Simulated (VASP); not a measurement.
An input for Ansatz (written as the equivalent of a VASP run, and not itself run):

Ansatz 0.2 input:
```yaml
crystal:
  lattice:
    - [1.5731785, -2.7248256, 0.0000000]
    - [1.5731785, 2.7248256, 0.0000000]
    - [0.0000000, 0.0000000, 3.5289363]
  atoms:
    - { symbol: Zr, position: [0.0000000, 0.0000000, 1.0000000] }
    - { symbol: B, position: [0.3333330, 0.6666670, 0.5000000] }
    - { symbol: B, position: [0.6666670, 0.3333330, 0.5000000] }
kpoints:
  mp_grid: { grid: [10, 10, 8] }
hamiltonian:
  xc: r2scan
  pseudopotentials: { kind: paw }
scf:
  occupations: { method: methfessel_paxton, width: 0.1 }
  max_iter: 100
relax:
  max_steps: 40
  f_tol: 0.01
  cell: { p_target: 5 }
output: { forces: true, stress: true, eigenvalues: true }
```

**Question.** Translate this input to VASP (INCAR, KPOINTS, POSCAR, choice of POTCAR).

**Answer.** One answer among several that fit: 
### INCAR
```
SYSTEM = ZrB2
PREC = Accurate
ENCUT = 600
EDIFF = 1E-7
NELM = 100
ALGO = Normal
LREAL = .FALSE.
LASPH = .TRUE.
ISMEAR = 1
SIGMA = 0.1
METAGGA = R2SCAN
LMIXTAU = .TRUE.
LMAXMIX = 4
LWAVE = .FALSE.
LCHARG = .FALSE.
ISIF = 3
IBRION = 2
NSW = 40
EDIFFG = -0.01
PSTRESS = 50
```

### POSCAR
```
ZrB2
1.0
  1.5731785270  -2.7248256164   0.0000000000
  1.5731785270   2.7248256164   0.0000000000
  0.0000000000   0.0000000000   3.5289363119
Zr B
1 2
Cartesian
  0.0000000000   0.0000000000   3.5289363119
  1.5731785270   0.9082770220   1.7644681559
  1.5731785270  -0.9082770220   1.7644681559
```

KPOINTS:
```
Regular mesh
0
gamma
10 10 8
```

POTCAR, in this order: Zr_sv B (PBE.64 set). Program: vasp_std.

Limits of the translation: each code has its own PAW files, so the cut-off isn't converted (ENCUT is set for VASP's; basis.ecutwfc is left out, and Ansatz then takes the one that its files recommend); Ansatz stops its SCF on the density residual and VASP on the energy change (EDIFF).

The compound is ZrB2 in the AlB2 type structure. It was relaxed first under an external pressure of 5 GPa.
